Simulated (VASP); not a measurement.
```xyz
2
Lattice="3.1547 0.0000 0.0000 0.0000 3.1547 0.0000 0.0000 0.0000 3.1547" Properties=species:S:1:pos:R:3 pbc="T T T"
Zn     1.5773     1.5773     1.5773
Au     0.0000     0.0000     0.0000
```

Computed with optB88-vdW, VASP's PBE PAW potentials (set 64) (plane waves; VASP 6.6.1). Run with 520 eV cut-off, 11×11×11 Γ-centred mesh, first-order Methfessel-Paxton smearing of 0.10 eV, potentials Zn Au.

### Question
Give the stress tensor in GPa (positive for a compressed cell).

### Answer

```
4.05  0.00  0.00
0.00  4.05  0.00
0.00  0.00  4.05
```
The pressure is its mean diagonal, 4.05 GPa.

The compound is AuZn in the CsCl type structure. This cell is one point of a volume scan, at 0.97 of the reference volume. The electron count is odd and the run is not spin-polarised, which forces a metal.
